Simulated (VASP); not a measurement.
Output of a VASP run:

**OUTCAR**
```
 ion  position               nearest neighbor table
   1  0.000  0.000  0.000-   2 2.38   2 2.38   2 2.38   2 2.38   2 2.38   2 2.38
   2  0.500  0.500  0.500-   1 2.38   1 2.38   1 2.38   1 2.38   1 2.38   1 2.38
  LATTYP: Found a face centered cubic cell.
 ALAT       =     4.7589413258
 Subroutine PRICEL returns:
 Original cell was already a primitive cell.
 Subroutine GETGRP returns: Found 48 space group operations
The static configuration has the point symmetry O_h .
The dynamic configuration has the point symmetry O_h .
 Subroutine INISYM returns: Found 48 space group operations
 Subroutine IBZKPT returns following result:
 Found     47 irreducible k-points:

 Following reciprocal coordinates:
            Coordinates               Weight
  0.000000  0.000000  0.000000      1.000000
  0.100000  0.000000  0.000000      8.000000
  0.200000  0.000000  0.000000      8.000000
  0.300000  0.000000  0.000000      8.000000
  0.400000  0.000000  0.000000      8.000000
  0.500000  0.000000  0.000000      4.000000
  0.100000  0.100000  0.000000      6.000000
  0.200000  0.100000  0.000000     24.000000
  0.300000  0.100000  0.000000     24.000000
  0.400000  0.100000  0.000000     24.000000
  0.500000  0.100000  0.000000     24.000000
 -0.400000  0.100000  0.000000     24.000000
 -0.300000  0.100000  0.000000     24.000000
 -0.200000  0.100000  0.000000     24.000000
 -0.100000  0.100000  0.000000     12.000000
  0.200000  0.200000  0.000000      6.000000
  0.300000  0.200000  0.000000     24.000000
  0.400000  0.200000  0.000000     24.000000
  0.500000  0.200000  0.000000     24.000000
 -0.400000  0.200000  0.000000     24.000000
 -0.300000  0.200000  0.000000     24.000000
 -0.200000  0.200000  0.000000     12.000000
  0.300000  0.300000  0.000000      6.000000
  0.400000  0.300000  0.000000     24.000000
  0.500000  0.300000  0.000000     24.000000
 -0.400000  0.300000  0.000000     24.000000
 -0.300000  0.300000  0.000000     12.000000
  0.400000  0.400000  0.000000      6.000000
  0.500000  0.400000  0.000000     24.000000
 -0.400000  0.400000  0.000000     12.000000
  0.500000  0.500000  0.000000      3.000000
  0.300000  0.200000  0.100000     24.000000
  0.400000  0.200000  0.100000     48.000000
  0.500000  0.200000  0.100000     48.000000
 -0.400000  0.200000  0.100000     24.000000
  0.400000  0.300000  0.100000     24.000000
  0.500000  0.300000  0.100000     48.000000
 -0.400000  0.300000  0.100000     48.000000
 -0.300000  0.300000  0.100000     48.000000
 -0.200000  0.300000  0.100000     24.000000
   k-points           NKPTS =     47   k-points in BZ     NKDIM =     47   number of bands    NBANDS=     11
   number of dos      NEDOS =    301   number of ions     NIONS =      2
   total plane-waves  NPLWV =  21952
   dimension x,y,z NGX =    28 NGY =   28 NGZ =   28
   dimension x,y,z NGXF=    56 NGYF=   56 NGZF=   56
   ions per type =               1   1
   PREC   = accura    normal or accurate (medium, high low for compatibility)
   ISTART =      0    job   : 0-new  1-cont  2-samecut
   ICHARG =      2    charge: 1-file 2-atom 10-const
   ISPIN  =      1    spin polarized calculation?
   LNONCOLLINEAR =      F non collinear calculations
   LSORBIT =      F    spin-orbit coupling
   INIWAV =      1    electr: 0-lowe 1-rand  2-diag
   ENCUT  =  500.0 eV  36.75 Ry    6.06 a.u.   6.14  6.14  6.14*2*pi/ulx,y,z
   NELM   =    100;   NELMIN=  2; NELMDL= -5     # of ELM steps
   EDIFF  = 0.1E-05   stopping-criterion for ELM
   LREAL  =      F    real-space projection
   NLSPLINE    = F    spline interpolate recip. space projectors
   LMAXMIX     =    2 max onsite mixed and CHGCAR
   VOSKOWN=      0    Vosko Wilk Nusair interpolation
   EDIFFG = -.2E-01   stopping-criterion for IOM
   NSW    =     40    number of steps for IOM
   NBLOCK =      1;   KBLOCK =     40    inner block; outer block
   IBRION =      2    ionic relax: 0-MD 1-quasi-New 2-CG
...
```

File OSZICAR:
```
       N       E                     dE             d eps       ncg     rms          rms(c)
DAV:   1     0.993911948170E+02    0.99391E+02   -0.75907E+03  1040   0.142E+03
DAV:   2     0.643791944029E+00   -0.98747E+02   -0.91806E+02  1167   0.315E+02
DAV:   3    -0.528420648193E+01   -0.59280E+01   -0.58953E+01  1246   0.781E+01
DAV:   4    -0.537831838134E+01   -0.94112E-01   -0.94022E-01  1227   0.990E+00
DAV:   5    -0.538007836390E+01   -0.17600E-02   -0.17599E-02  1339   0.138E+00    0.316E+00
DAV:   6    -0.517686453505E+01    0.20321E+00   -0.31403E-01  1172   0.564E+00    0.239E+00
DAV:   7    -0.514862347720E+01    0.28241E-01   -0.12125E-01  1193   0.351E+00    0.146E+00
DAV:   8    -0.515048138044E+01   -0.18579E-02   -0.74487E-03  1175   0.115E+00    0.219E-01
DAV:   9    -0.515041979515E+01    0.61585E-04   -0.18232E-04  1250   0.239E-01    0.569E-02
DAV:  10    -0.515044493981E+01   -0.25145E-04   -0.46002E-05  1196   0.140E-01    0.217E-02
DAV:  11    -0.515044821114E+01   -0.32713E-05   -0.71845E-06  1186   0.301E-02    0.632E-03
DAV:  12    -0.515044869868E+01   -0.48754E-06   -0.66971E-07  1100   0.112E-02
   1 F= 0.24174096E+01 E0= 0.24174096E+01  d E =0.241741E+01
```

### OUTCAR
```
------------------------ aborting loop because EDIFF is reached ----------------------------------------
  FORCE on cell =-STRESS in cart. coord.  units (eV):
  Direction    XX          YY          ZZ          XY          YZ          ZX
  --------------------------------------------------------------------------------------
  Total        7.5411605      7.5411605      7.5411605      0.0000000     -0.0000000     -0.0000000
  in kB      448.4124988    448.4124988    448.4124988      0.0000000     -0.0000000     -0.0000000
  external PRESSURE =      -1.5875012 kB  Pullay stress =     450.0000000 kB
  volume of cell :       26.94
      direct lattice vectors                 reciprocal lattice vectors
     0.000000000  2.379470663  2.379470663    -0.210130769  0.210130769  0.210130769
     2.379470663  0.000000000  2.379470663     0.210130769 -0.210130769  0.210130769
     2.379470663  2.379470663  0.000000000     0.210130769  0.210130769 -0.210130769
  FREE ENERGIE OF THE ION-ELECTRON SYSTEM (eV)
  ---------------------------------------------------
  free  energy   TOTEN  =        -5.1504486987 eV

  energy  without entropy=       -5.1504486987  energy(sigma->0) =       -5.15044870
  enthalpy is  TOTEN    =         2.4174095872 eV   P V=        7.5678582859

 reached required accuracy - stopping structural energy minimisation
```
(Selected blocks of OUTCAR.)

POSCAR:
```
NaCl
1
    0.0000000000     2.3794706629     2.3794706629
    2.3794706629    -0.0000000000     2.3794706629
    2.3794706629     2.3794706629    -0.0000000000
Na Cl
1 1
Direct
  1.0000000000   1.0000000000   1.0000000000
  0.5000000000   0.5000000000   0.5000000000
```

**Question.** Write an INCAR and KPOINTS that could have produced this output.

**Answer.** This is not unique; one that fits is the input of the run itself, PBE GGA, plane waves, VASP's PBE PAW potentials (set 64).

File KPOINTS:
```
kpoints
0
gamma
 10 10 10
0 0 0
```

### INCAR
```
ALGO=Normal
EDIFF=1E-6
EDIFFG=-0.02
ENCUT=500
GGA=PE
IBRION=2
ISIF=3
ISMEAR=0
LASPH=.True.
LCHARG=.False.
LREAL=.False.
LWAVE=.False.
NELM=100
NSW=40
PREC=Accurate
PSTRESS=450
SIGMA=0.05
SYSTEM=NaCl
```

POTCAR, in this order: Na_pv Cl (PBE.64 set). Program: vasp_std.

The compound is NaCl in the rock salt structure. It was relaxed first under an external pressure of 45 GPa.
